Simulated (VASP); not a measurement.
# Mo3Ir4 (Pm-3m) in VASP: reference runs

Aim: a first look at Mo3Ir4 with PBE, on the cell as given.

Program: VASP 6.6.1. These are calculated values, not measurements. Logs are shortened: lines on timing, memory, paths and dates and some standing lists are left out, and cuts for length are marked.

### Step 1. The structure

Symmetry: Pm-3m, No. 221, cubic system. The conventional cell has a = 4.477 Å, b = 4.477 Å, c = 4.477 Å, α = 90.00°, β = 90.00°, γ = 90.00°. Mo (site symmetry 4/mmm) is surrounded by 6 Ir at 2.24 Å. Ir (site symmetry m-3m) has 6 Mo at 2.24 Å as nearest neighbours. Ir (site symmetry 4/mmm) has 4 Mo at 2.24 Å as nearest neighbours.

The cell was built by a generator and needn't be a form met in nature.

### Step 2. Single point, PBE

File INCAR:

```
PREC = Accurate ; ENCUT = 520
EDIFF = 1E-7 ; ISMEAR = -1
SIGMA = 0.05 ; LREAL = F
LASPH = T ; NELM = 60
ALGO = Normal ; ISIF = 2
LWAVE = F ; LCHARG = T
GGA = PE ; LELF = T
LVHAR = T ; NBANDS = 48
```

File KPOINTS:

```
regular mesh
0
Gamma
  6 6 6
```

File POSCAR:

```
Mo3Ir4
1.0
    4.4768037800      0.0000000000      0.0000000000
    0.0000000000      4.4768037800      0.0000000000
    0.0000000000      0.0000000000      4.4768037800
Mo Ir
3 4
Direct
    0.5000000000      0.5000000000      0.0000000000
    0.0000000000      0.5000000000      0.5000000000
    0.5000000000      0.0000000000      0.5000000000
    0.5000000000      0.5000000000      0.5000000000
    0.5000000000      0.0000000000      0.0000000000
    0.0000000000      0.5000000000      0.0000000000
    0.0000000000      0.0000000000      0.5000000000
```

Potentials or basis: VASP PAW PBE potentials, release 64 (Mo_sv, Ir).

On the command line:

```
$ cat potpaw_PBE.64/Mo_sv/POTCAR potpaw_PBE.64/Ir/POTCAR > POTCAR
$ mpirun -np 1 vasp_std > vasp.out
```

OUTCAR:

```text
PREC = Accurate
   ENCUT = 520
   EDIFF = 1E-7
   ISMEAR = -1
   LREAL = F
   LASPH = T
   NELM = 60
   ISIF = 2
   GGA = PE

 ion  position               nearest neighbor table
   1  0.500  0.500  0.000-   4 2.24   5 2.24   6 2.24   4 2.24   5 2.24   6 2.24   3 3.17   3 3.17
                             3 3.17   2 3.17   3 3.17   2 3.17   2 3.17   2 3.17
   2  0.000  0.500  0.500-   4 2.24   6 2.24   7 2.24   6 2.24   7 2.24   4 2.24   3 3.17   3 3.17
                             1 3.17   1 3.17   3 3.17   1 3.17   1 3.17   3 3.17
   3  0.500  0.000  0.500-   4 2.24   5 2.24   7 2.24   5 2.24   4 2.24   7 2.24   2 3.17   1 3.17
                             2 3.17   1 3.17   1 3.17   2 3.17   1 3.17   2 3.17
   4  0.500  0.500  0.500-   1 2.24   2 2.24   3 2.24   1 2.24   3 2.24   2 2.24   5 3.17   5 3.17
                             6 3.17   6 3.17   5 3.17   7 3.17   5 3.17   7 3.17   6 3.17   7 3.17
   5  0.500  0.000  0.000-   1 2.24   3 2.24   3 2.24   1 2.24   7 3.17   4 3.17   4 3.17   7 3.17
                             6 3.17   4 3.17   6 3.17   4 3.17   6 3.17   7 3.17   7 3.17   6 3.17
   6  0.000  0.500  0.000-   1 2.24   2 2.24   2 2.24   1 2.24   7 3.17   4 3.17   4 3.17   7 3.17
                             5 3.17   7 3.17   7 3.17   5 3.17   4 3.17   5 3.17   4 3.17   5 3.17
   7  0.000  0.000  0.500-   2 2.24   3 2.24   2 2.24   3 2.24   6 3.17   5 3.17   6 3.17   4 3.17
                             4 3.17   6 3.17   6 3.17   5 3.17   4 3.17   5 3.17   5 3.17   4 3.17

  LATTYP: Found a simple cubic cell.
 ALAT       =     4.4768037800

  Lattice vectors:

 A1 = (   4.4768037800,   0.0000000000,   0.0000000000)
 A2 = (   0.0000000000,   4.4768037800,   0.0000000000)
 A3 = (   0.0000000000,   0.0000000000,   4.4768037800)

Analysis of symmetry for initial positions (statically):
=====================================================================
 Subroutine PRICEL returns:
 Original cell was already a primitive cell.

 Routine SETGRP: Setting up the symmetry group for a
 simple cubic supercell.

 Subroutine GETGRP returns: Found 48 space group operations
 (whereof 48 operations were pure point group operations)
 out of a pool of 48 trial point group operations.

The static configuration has the point symmetry O_h .

Analysis of symmetry for dynamics (positions and initial velocities):
=====================================================================
 Subroutine PRICEL returns:
 Original cell was already a primitive cell.

 Routine SETGRP: Setting up the symmetry group for a
 simple cubic supercell.

 Subroutine GETGRP returns: Found 48 space group operations
 (whereof 48 operations were pure point group operations)
 out of a pool of 48 trial point group operations.

The dynamic configuration has the point symmetry O_h .

 Subroutine INISYM returns: Found 48 space group operations
 (whereof 48 operations are pure point group operations),
 and found     1 'primitive' translations

----------------------------------------------------------------------------------------

                                     Primitive cell

  volume of cell :      89.7231

  direct lattice vectors                    reciprocal lattice vectors
     4.476803780  0.000000000  0.000000000     0.223373650  0.000000000  0.000000000
     0.000000000  4.476803780  0.000000000     0.000000000  0.223373650  0.000000000
     0.000000000  0.000000000  4.476803780     0.000000000  0.000000000  0.223373650

  length of vectors
     4.476803780  4.476803780  4.476803780     0.223373650  0.223373650  0.223373650

  position of ions in fractional coordinates (direct lattice)
     0.500000000  0.500000000  0.000000000
     0.000000000  0.500000000  0.500000000
     0.500000000  0.000000000  0.500000000
     0.500000000  0.500000000  0.500000000
     0.500000000  0.000000000  0.000000000
     0.000000000  0.500000000  0.000000000
     0.000000000  0.000000000  0.500000000

  ion indices of the primitive-cell ions
   primitive index   ion index
                 1           1
                 2           2
                 3           3
                 4           4
                 5           5
                 6           6
                 7           7

----------------------------------------------------------------------------------------

 KPOINTS: regular mesh

Automatic generation of k-mesh.
 Grid dimensions read from file:
 generate k-points for:    6    6    6

 Generating k-lattice:

  Cartesian coordinates                     Fractional coordinates (reciprocal lattice)
     0.037228942  0.000000000  0.000000000     0.166666667  0.000000000  0.000000000
     0.000000000  0.037228942  0.000000000     0.000000000  0.166666667  0.000000000
     0.000000000  0.000000000  0.037228942     0.000000000  0.000000000  0.166666667

  Length of vectors
     0.037228942  0.037228942  0.037228942

  Shift w.r.t. Gamma in fractional coordinates (k-lattice)
     0.000000000  0.000000000  0.000000000

 Subroutine IBZKPT returns following result:
 ===========================================

 Found     20 irreducible k-points:

 Following reciprocal coordinates:
            Coordinates               Weight
  0.000000  0.000000  0.000000      1.000000
  0.166667  0.000000  0.000000      6.000000
  0.333333  0.000000  0.000000      6.000000
  0.500000  0.000000  0.000000      3.000000
  0.166667  0.166667  0.000000     12.000000
  0.333333  0.166667  0.000000     24.000000
[... 12 lines left out ...]
  0.500000  0.500000  0.333333      6.000000
  0.500000  0.500000  0.500000      1.000000
   k-points           NKPTS =     20   k-points in BZ     NKDIM =     20   number of bands    NBANDS=     48
   number of dos      NEDOS =    301   number of ions     NIONS =      7
   total plane-waves  NPLWV =  46656
   dimension x,y,z NGX =    36 NGY =   36 NGZ =   36
   dimension x,y,z NGXF=    72 NGYF=   72 NGZF=   72
   ions per type =               3   4
   NGX,Y,Z   is equivalent  to a cutoff of  13.37, 13.37, 13.37 a.u.
   NGXF,Y,Z  is equivalent  to a cutoff of  26.74, 26.74, 26.74 a.u.
 SYSTEM =  unknown system
   PREC   = accura    normal or accurate (medium, high low for compatibility)
   ISTART =      0    job   : 0-new  1-cont  2-samecut
   ICHARG =      2    charge: 1-file 2-atom 10-const
   ISPIN  =      1    spin polarized calculation?
   LNONCOLLINEAR =      F non collinear calculations
   LSORBIT =      F    spin-orbit coupling
   LASPH  =      T    aspherical Exc in radial PAW
   ENCUT  =  520.0 eV  38.22 Ry    6.18 a.u.   8.32  8.32  8.32*2*pi/ulx,y,z
   NELM   =     60;   NELMIN=  2; NELMDL= -5     # of ELM steps
   EDIFF  = 0.1E-06   stopping-criterion for ELM
   LREAL  =      F    real-space projection
   EDIFFG = 0.1E-05   stopping-criterion for IOM
   NSW    =      0    number of steps for IOM
   IBRION =     -1    ionic relax: 0-MD 1-quasi-New 2-CG
   NFREE  =      0    steps in history (QN), initial steepest desc. (CG)
   ISIF   =      2    stress and relaxation
   ISYM   =      2    0-nonsym 1-usesym 2-fastsym
   POTIM  = 0.5000    time-step for ionic-motion
   TEBEG  =    0.0;   TEEND  =   0.0 temperature during run
   PSTRESS=    0.0 pullay stress
   NELECT =      78.0000    total number of electrons
   NUPDOWN=      -1.0000    fix difference up-down
   EMIN   =  10.00;   EMAX   =-10.00  energy-range for DOS
   EFERMI =   0.00;   METHOD = LEGACY
   ISMEAR =    -1;   SIGMA  =   0.05  broadening in eV -4-tet -1-fermi 0-gaus
   EFERMI_NEDOS =   21; number of points for ismear=-14 and -15
   IALGO  =     38    algorithm
   IMIX   =      4    mixing-type and parameters
     AMIX     =   0.40;   BMIX     =  1.00
     AMIX_MAG =   1.60;   BMIX_MAG =  1.00
  volume/ion in A,a.u.               =      12.82        86.50
  Fermi-wavevector in a.u.,A,eV,Ry     =   1.562446  2.952595 33.215046  2.441237
  Thomas-Fermi vector in A             =   2.665363
   LORBIT       =      0    0 simple, 1 ext, 2 COOP (PROOUT), +10 PAW based schemes
   GGA     = PE    functional components
   LHFCALC =     F    Hartree Fock is set to
   AEXX    =    0.0000 exact exchange contribution
   IVDW    =     0    specifies the selected vdW correction
   LEPSILON=     F    determine dielectric tensor
   LRPA    =     F    only Hartree local field effects (RPA)
 non-spin polarized calculation
  energy-cutoff  :      520.00
  volume of cell :       89.72
 maximum number of plane-waves:      2469
 NGX is ok and might be reduce to    36
   NGX = 17   NGY = 17   NGZ = 17

 number of electron      78.0000004 magnetization

 Free energy of the ion-electron system (eV)
  ---------------------------------------------------
  ext. energy  EPLUGINS =         0.00000000
  ---------------------------------------------------
  free energy    TOTEN  =       -44.17921347 eV

  energy without entropy =      -44.12418281  energy(sigma->0) =      -44.15169814

 E-fermi :  13.9412     XC(G=0): -14.2766

 val. band max:       13.9097709615   @ k =   0.5000   0.1667   0.1667
 cond. band min:      13.9437386208   @ k =   0.3333   0.0000   0.0000
 fundamental gap:      0.0339676592
 Fermi energy:        13.9412138782

 k-point     1 :       0.0000    0.0000    0.0000
  band No.  band energies     occupation
      1     -47.6949      2.00000
      2     -47.6505      2.00000
      3     -47.6505      2.00000
      4     -22.0763      2.00000
      5     -22.0763      2.00000
      6     -22.0763      2.00000
[... 40 lines left out ...]
     47      18.7489      0.00000
     48      18.7489      0.00000

 k-point     2 :       0.1667    0.0000    0.0000
  band No.  band energies     occupation
      1     -47.6840      2.00000
      2     -47.6447      2.00000
      3     -47.6423      2.00000
      4     -22.1328      2.00000
      5     -22.0700      2.00000
      6     -22.0700      2.00000
[... 910 lines left out ...]
 k-point    20 :       0.5000    0.5000    0.5000
  band No.  band energies     occupation
      1     -47.5652      2.00000
      2     -47.5652      2.00000
      3     -47.5652      2.00000
      4     -22.5073      2.00000
      5     -22.3549      2.00000
      6     -22.3549      2.00000
[... 40 lines left out ...]
     47      13.8616      1.66193
     48      14.5939      0.00000

------------------------ aborting loop because EDIFF is reached ----------------------------------------

  FORCE on cell =-STRESS in cart. coord.  units (eV):
  Direction    XX          YY          ZZ          XY          YZ          ZX
  --------------------------------------------------------------------------------------
  -------------------------------------------------------------------------------------
  Total       99.3321774     99.3321774     99.3321774     -0.0000000     -0.0000000     -0.0000000
  in kB     1773.7661362   1773.7661362   1773.7661362     -0.0000000     -0.0000000     -0.0000000
  external PRESSURE =    1773.7661362 kB  Pullay stress =       0.0000000 kB

 VOLUME and BASIS-vectors are now :
 -----------------------------------------------------------------------------
  energy-cutoff  :      520.00
  volume of cell :       89.72
      direct lattice vectors                 reciprocal lattice vectors
     4.476803780  0.000000000  0.000000000     0.223373650  0.000000000  0.000000000
     0.000000000  4.476803780  0.000000000     0.000000000  0.223373650  0.000000000
     0.000000000  0.000000000  4.476803780     0.000000000  0.000000000  0.223373650

 POSITION                                       TOTAL-FORCE (eV/Angst)
 -----------------------------------------------------------------------------------
      2.23840      2.23840      0.00000         0.000000      0.000000      0.000000
      0.00000      2.23840      2.23840         0.000000      0.000000      0.000000
      2.23840      0.00000      2.23840         0.000000      0.000000      0.000000
      2.23840      2.23840      2.23840         0.000000      0.000000      0.000000
      2.23840      0.00000      0.00000         0.000000      0.000000      0.000000
      0.00000      2.23840      0.00000         0.000000      0.000000      0.000000
      0.00000      0.00000      2.23840         0.000000      0.000000      0.000000
 -----------------------------------------------------------------------------------
    total drift:                                0.000000      0.000000      0.000000

  FREE ENERGIE OF THE ION-ELECTRON SYSTEM (eV)
  ---------------------------------------------------
  free  energy   TOTEN  =       -44.1792134717 eV

  energy  without entropy=      -44.1241828089  energy(sigma->0) =      -44.15169814
```

Run time: 2.7 min. Hardware: 1 thread of Intel Xeon Platinum 8375C at 2.90GHz (Ice Lake), shared host; peak memory 0.23 GiB.

Results:

```
Free energy            : -44.1792 eV
Pressure               : 177.4 GPa
Band gap on the k mesh : none (metal or under the smearing width)
```

Caveat: a pressure of tens of GPa on the cell as given is suspect, and the run, the potentials or the cell itself is likely at fault. Spin-orbit coupling is left out, which matters for the levels of Ir.
